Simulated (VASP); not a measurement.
GaMo: single point with LDA

The system is GaMo.

```
Mo Ga
1.0
     0.00000    2.66032    2.66032
     2.66032    0.00000    2.66032
     2.66032    2.66032    0.00000
Mo Ga
1 1
Direct
  0.50000 0.50000 0.50000
  0.00000 0.00000 0.00000
```

The cell was built by a generator and needn't be a form met in nature.

```json
{"Program": "VASP 6.6.1", "Task": "single point", "Functional": "LDA", "Potentials or basis": "VASP PAW LDA potentials, release 64 (Mo_sv, Ga_d)", "Cutoff": "520 eV", "k mesh": "11 × 11 × 11", "Occupations": "fermi-dirac, width 0.1 eV", "Spin": "no spin polarisation"}
```

```json
{
 "Pressure": "-20.1 GPa",
 "Band gap on the k mesh": "none (metal or under the smearing width)"
}
```

Levels at points of the mesh, in eV from the Fermi level:
```csv
k point,band 10,band 11,band 12,band 13,band 14,band 15,band 16,band 17
"(0.00, 0.00, 0.00)",-9.11,-0.96,-0.96,-0.96,-0.32,-0.32,4.71,4.71
```

Wall time 33 s on 1 thread of Intel(R) Xeon(R) Platinum 8488C (Sapphire Rapids), with other jobs on the host, peak memory 0.16 GiB.

Caveat: so large a pressure means that the cell lies far from this level's equilibrium, or that cutoff or potentials fall short.
